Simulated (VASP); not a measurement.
Crystal: MgW.

```
CELL_PARAMETERS angstrom
4.68000 0.00000 0.00000
0.00000 5.66000 0.00000
-0.02834 0.00000 4.91992
ATOMIC_POSITIONS crystal
W 0.00000 0.18200 0.25000
W 0.00000 0.81800 0.75000
Mg 0.50000 0.68000 0.25000
Mg 0.50000 0.32000 0.75000
```

| Property | Result |
| --- | --- |
| Program | VASP 6.6.1 |
| Task | single point |
| Functional | PBE |
| Potentials or basis | VASP PAW PBE potentials, release 64 (W_sv, Mg) |
| Cutoff | 520 eV |
| k mesh | 6 × 5 × 6 |
| Occupations | fermi-dirac, width 0.05 eV |
| Spin | no spin polarisation |

On this cell: pressure -20.6 GPa; largest force 2.812 eV/Å; band gap on the k mesh none (metal or under the smearing width).

The same run follows on a disturbed copy (atoms moved at random, drawn with an rms of 0.05 Å):

```
W Mg
1.0
     4.68000    0.00000    0.00000
     0.00000    5.66000    0.00000
    -0.02834    0.00000    4.91992
W Mg
2 2
Direct
  0.00121 0.18577 0.24305
  0.00819 0.82456 0.75663
  0.50073 0.68779 0.24759
  0.51196 0.31626 0.75361
```

**Question.** What does the disturbed cell give?

**Answer.** The energy (extrapolated to zero smearing) moves by -22.4 meV/atom; pressure -20.7 GPa; largest force 2.884 eV/Å; band gap on the k mesh none (metal or under the smearing width).

Forces on the atoms (eV/Å):
```
W    0.091 -2.865 -0.234
W   -0.096  2.873  0.238
Mg   0.003  0.569 -0.017
Mg   0.001 -0.577  0.013
```

Stress tensor (GPa, compression positive):
```
-16.27   0.14   0.13
  0.14 -22.15  -0.37
  0.13  -0.37 -23.58
```

Caveats: so large a pressure means that the cell lies far from this level's equilibrium, or that cutoff or potentials fall short (some runs); forces of over 1 eV/Å show positions far from the minimum, so gaps and moduli don't describe the material at rest (some runs).
